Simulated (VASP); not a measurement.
Input:

```xyz
4
Lattice="1.8834 -3.2622 0.0000 1.8834 3.2622 0.0000 0.0000 0.0000 4.8835" Properties=species:S:1:pos:R:3 pbc="T T T"
Ni     0.0000     0.0000     2.4418
Ni     0.0000     0.0000     0.0000
Sb     1.8834     1.0874     1.2209
Sb     1.8834    -1.0874     3.6627
```

Calculation: PBEsol GGA, VASP's PBE PAW potentials (set 64) (plane waves; VASP 6.6.1). Settings: 500 eV cut-off, 9×9×6 Γ-centred mesh, first-order Methfessel-Paxton smearing of 0.10 eV, potentials Ni Sb.

Energy and stress use the plane-wave basis of the starting cell.

Task: The ions, cell shape and volume at an external pressure of 30.0 GPa are relaxed. Predict the relaxed structure.

Result: 
```xyz
4
Lattice="1.8576 -3.2174 0.0000 1.8576 3.2174 0.0000 0.0000 0.0000 4.8157" Properties=species:S:1:pos:R:3 pbc="T T T"
Ni     0.0000     0.0000     2.4079
Ni     0.0000     0.0000     0.0000
Sb     1.8576     1.0725     1.2039
Sb     1.8576    -1.0725     3.6118
```
Space group P6_3/mmc (194), at a tolerance of 0.03 Å.

Task: How do energy and volume change from the first to the last step?

Result: The energy (σ→0) changes by +95.0 meV/atom and the volume by -4.1 %, in 5 ionic steps.

The compound is NiSb in the NiAs type structure. This run relaxes it under an external pressure of 30 GPa. Symmetry was kept, so distortions that lower it aren't found. The run is not spin-polarised, so no magnetic state was tried.
